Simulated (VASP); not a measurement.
Output of a VASP run:

File OUTCAR:
```
 ion  position               nearest neighbor table
   1  0.667  0.333  0.500-   4 1.88   4 1.88   4 1.88   3 1.89   2 3.05   2 3.05   2 3.05   2 3.05
                             2 3.05   2 3.05
   2  0.333  0.667  0.000-   3 1.88   3 1.88   3 1.88   4 1.89   1 3.05   1 3.05   1 3.05   1 3.05
                             1 3.05   1 3.05
   3  0.667  0.333  0.882-   2 1.88   2 1.88   2 1.88   1 1.89
   4  0.333  0.667  0.382-   1 1.88   1 1.88   1 1.88   2 1.89
  LATTYP: Found a hexagonal cell.
 ALAT       =     3.0913668604
 C/A-ratio  =     1.6014257916
 Subroutine PRICEL returns:
 Original cell was already a primitive cell.
 Subroutine GETGRP returns: Found 12 space group operations
The static configuration has the point symmetry C_3v.
 The point group associated with its full space group is C_6v.
The dynamic configuration has the point symmetry C_3v.
 Subroutine INISYM returns: Found 12 space group operations
 Subroutine IBZKPT returns following result:
 Found     64 irreducible k-points:

 Following reciprocal coordinates:
            Coordinates               Weight
  0.000000  0.000000  0.000000      1.000000
  0.090909  0.000000  0.000000      6.000000
  0.181818  0.000000  0.000000      6.000000
  0.272727  0.000000  0.000000      6.000000
  0.363636  0.000000  0.000000      6.000000
  0.454545  0.000000  0.000000      6.000000
  0.090909  0.090909  0.000000      6.000000
  0.181818  0.090909  0.000000     12.000000
  0.272727  0.090909  0.000000     12.000000
  0.363636  0.090909  0.000000     12.000000
  0.454545  0.090909  0.000000      6.000000
  0.181818  0.181818  0.000000      6.000000
  0.272727  0.181818  0.000000     12.000000
  0.363636  0.181818  0.000000     12.000000
  0.272727  0.272727  0.000000      6.000000
  0.363636  0.272727  0.000000      6.000000
  0.000000  0.000000  0.166667      2.000000
  0.090909  0.000000  0.166667     12.000000
  0.181818  0.000000  0.166667     12.000000
  0.272727  0.000000  0.166667     12.000000
  0.363636  0.000000  0.166667     12.000000
  0.454545  0.000000  0.166667     12.000000
  0.090909  0.090909  0.166667     12.000000
  0.181818  0.090909  0.166667     24.000000
  0.272727  0.090909  0.166667     24.000000
  0.363636  0.090909  0.166667     24.000000
  0.454545  0.090909  0.166667     12.000000
  0.181818  0.181818  0.166667     12.000000
  0.272727  0.181818  0.166667     24.000000
  0.363636  0.181818  0.166667     24.000000
  0.272727  0.272727  0.166667     12.000000
  0.363636  0.272727  0.166667     12.000000
  0.000000  0.000000  0.333333      2.000000
  0.090909  0.000000  0.333333     12.000000
  0.181818  0.000000  0.333333     12.000000
  0.272727  0.000000  0.333333     12.000000
  0.363636  0.000000  0.333333     12.000000
  0.454545  0.000000  0.333333     12.000000
  0.090909  0.090909  0.333333     12.000000
  0.181818  0.090909  0.333333     24.000000
   k-points           NKPTS =     64   k-points in BZ     NKDIM =     64   number of bands    NBANDS=     12
   number of dos      NEDOS =    601   number of ions     NIONS =      4
   total plane-waves  NPLWV =  23040
   dimension x,y,z NGX =    24 NGY =   24 NGZ =   40
   dimension x,y,z NGXF=    48 NGYF=   48 NGZF=   80
   ions per type =               2   2
   PREC   = accura    normal or accurate (medium, high low for compatibility)
   ISTART =      0    job   : 0-new  1-cont  2-samecut
   ICHARG =      2    charge: 1-file 2-atom 10-const
   ISPIN  =      1    spin polarized calculation?
   LNONCOLLINEAR =      F non collinear calculations
   LSORBIT =      F    spin-orbit coupling
   INIWAV =      1    electr: 0-lowe 1-rand  2-diag
   ENCUT  =  520.0 eV  38.22 Ry    6.18 a.u.   5.75  5.75  9.20*2*pi/ulx,y,z
   NELM   =    100;   NELMIN=  2; NELMDL= -5     # of ELM steps
   EDIFF  = 0.1E-06   stopping-criterion for ELM
   LREAL  =      F    real-space projection
   NLSPLINE    = F    spline interpolate recip. space projectors
...
```

### OSZICAR
```
       N       E                     dE             d eps       ncg     rms          rms(c)
DAV:   1     0.484356696340E+02    0.48436E+02   -0.77446E+03  1536   0.120E+03
DAV:   2    -0.342094203141E+02   -0.82645E+02   -0.77119E+02  2196   0.214E+02
DAV:   3    -0.379472794658E+02   -0.37379E+01   -0.37216E+01  2004   0.495E+01
DAV:   4    -0.379731289545E+02   -0.25849E-01   -0.25843E-01  1788   0.494E+00
DAV:   5    -0.379734459816E+02   -0.31703E-03   -0.31702E-03  1960   0.536E-01    0.124E+01
DAV:   6    -0.329608091198E+02    0.50126E+01   -0.18202E+01  1804   0.321E+01    0.445E+00
DAV:   7    -0.328991954093E+02    0.61614E-01   -0.58031E-01  1740   0.570E+00    0.278E+00
DAV:   8    -0.328453217575E+02    0.53874E-01   -0.78888E-02  1756   0.284E+00    0.361E-01
DAV:   9    -0.328412644265E+02    0.40573E-02   -0.12129E-02  1904   0.802E-01    0.207E-01
DAV:  10    -0.328414002850E+02   -0.13586E-03   -0.65762E-04  1756   0.199E-01    0.102E-01
DAV:  11    -0.328413609836E+02    0.39301E-04   -0.97826E-05  1784   0.852E-02    0.194E-02
DAV:  12    -0.328413609051E+02    0.78473E-07   -0.11509E-06  1892   0.918E-03    0.590E-03
DAV:  13    -0.328413606976E+02    0.20753E-06   -0.12674E-06  1824   0.869E-03    0.710E-04
DAV:  14    -0.328413607149E+02   -0.17252E-07   -0.19204E-08   892   0.127E-03
   1 F= -.32841361E+02 E0= -.32841361E+02  d E =0.000000E+00
```

**OUTCAR**
```
------------------------ aborting loop because EDIFF is reached ----------------------------------------
  FORCE on cell =-STRESS in cart. coord.  units (eV):
  Direction    XX          YY          ZZ          XY          YZ          ZX
  --------------------------------------------------------------------------------------
  Total        0.0041747      0.0041747     -0.0313866      0.0000000      0.0000000      0.0000000
  in kB        0.1632469      0.1632469     -1.2273437      0.0000000      0.0000000      0.0000000
  external PRESSURE =      -0.3002833 kB  Pullay stress =       0.0000000 kB
  volume of cell :       40.97
      direct lattice vectors                 reciprocal lattice vectors
     1.545683433 -2.677202232  0.000000000     0.323481503 -0.186762133  0.000000000
     1.545683433  2.677202232  0.000000000     0.323481503  0.186762133  0.000000000
     0.000000000  0.000000000  4.950594622     0.000000000  0.000000000  0.201995937
  FREE ENERGIE OF THE ION-ELECTRON SYSTEM (eV)
  ---------------------------------------------------
  free  energy   TOTEN  =       -32.8413607149 eV

  energy  without entropy=      -32.8413607149  energy(sigma->0) =      -32.84136071

 total charge

# of ion       s       p       d       tot
------------------------------------------
    1        0.378   0.461   0.000   0.839
    2        0.378   0.461   0.000   0.839
    3        1.211   2.625   0.000   3.836
    4        1.211   2.625   0.000   3.836
--------------------------------------------------
tot          3.178   6.173   0.000   9.351
```
(Selected blocks of OUTCAR.)

POSCAR:
```
AlN
1
    1.5456834327    -2.6772022321     0.0000000000
    1.5456834327     2.6772022321     0.0000000000
    0.0000000000     0.0000000000     4.9505946217
Al N
2 2
Direct
  0.6666670000   0.3333330000   0.5000766737
  0.3333330000   0.6666670000   0.0000766737
  0.6666670000   0.3333330000   0.8819233263
  0.3333330000   0.6666670000   0.3819233263
```

Q: Write an INCAR and KPOINTS that could have produced this output.

A: Several could match; the one computed here: the input of the run itself, LDA (Ceperley-Alder, Perdew-Zunger), plane waves, VASP's LDA PAW potentials (set 64).

INCAR:
```
SYSTEM  =  AlN
PREC  =  Accurate; ENCUT  =  520; LREAL  =  F
LASPH  =  T
EDIFF  =  1E-7; NELM  =  100; ALGO  =  Normal
ISMEAR  =  -5
ISIF  =  2
LWAVE  =  F; LCHARG  =  T; LORBIT  =  11
NEDOS  =  601
```

KPOINTS:
```
Regular mesh
0
gamma
 11 11 6
0 0 0
```

POTCAR, in this order: Al N (LDA.64 set). Program: vasp_std.

The compound is AlN in the wurtzite structure. It was relaxed first.
